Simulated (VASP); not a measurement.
VASP runs on MnO (space group Fm-3m) share one base input (PBE GGA, plane waves, VASP's PBE PAW potentials (set 64)) and change the settings named in each case.

POSCAR:
```
MnO
1.0
  4.3956000000   2.1978000000   2.1978000000
  2.1978000000   4.3956000000   2.1978000000
  2.1978000000   2.1978000000   4.3956000000
Mn O
2 2
Cartesian
  0.0000000000   0.0000000000   0.0000000000
  4.3956000000   4.3956000000   4.3956000000
  2.1978000000   2.1978000000   2.1978000000
  6.5934000000   6.5934000000   6.5934000000
```

### KPOINTS
```
Automatic mesh
0
Gamma
7 7 7
0 0 0
```

INCAR:
```
ISMEAR = -1   ! Fermi-Dirac
SYSTEM = MnO
LORBIT = 11   ! lm-projected
ALGO = Normal   ! blocked Davidson
LMAXMIX = 4   ! l cut-off of mixed one-centre charges
EDIFF = 1E-6
ISPIN = 2   ! spin-polarised
MAGMOM = 5.0 -5.0 0.0 0.0
PREC = Accurate
LREAL = .False.   ! projection in real space or not
ENCUT = 400   ! plane-wave cut-off (eV)
NELM = 100   ! most electronic steps
GGA = PE
ISIF = 2
LASPH = .True.
LWAVE = .False.
LCHARG = .False.
SIGMA = 0.01
```

POTCAR, in this order: Mn_pv O (PBE.64 set). Program: vasp_std.

```json
[
 {"change": "base run", "E(σ→0) (eV/atom)": "-8.2788", "pressure (GPa)": "-0.72"},
 {"change": "GGA = PS", "E(σ→0) (eV/atom)": "-8.6930", "pressure (GPa)": "___"},
 {"change": "KPOINTS 3×3×3 Γ-centred mesh", "E(σ→0) (eV/atom)": "-8.2624", "pressure (GPa)": "-0.83"},
 {"change": "LDAU = .TRUE., LDAUJ = 0 0, LDAUL = 2 -1, LDAUTYPE = 2, LDAUU = 3.0 0", "E(σ→0) (eV/atom)": "-7.8609", "pressure (GPa)": "4.33"}
]
```

Question: Fill in the missing entries.

Answer: 
- GGA = PS, pressure (GPa): -8.07

Energies of different potentials or functionals have different zeros.  At 400 eV the pressure can carry a Pulay error.

Left out are runs that ran out of time, are held back, or changed the cell or the kind of run, fixed moments of cells without a moment, rows past the twelfth, gaps on odd meshes, pressures of charged cells and columns that move by less than the noise.

The structure is a typed MnO crystal. The cell was not relaxed at this level, its lattice was scaled by up to 2.5 %. The spin order is the one that the start imposed; others were not tried in this run.
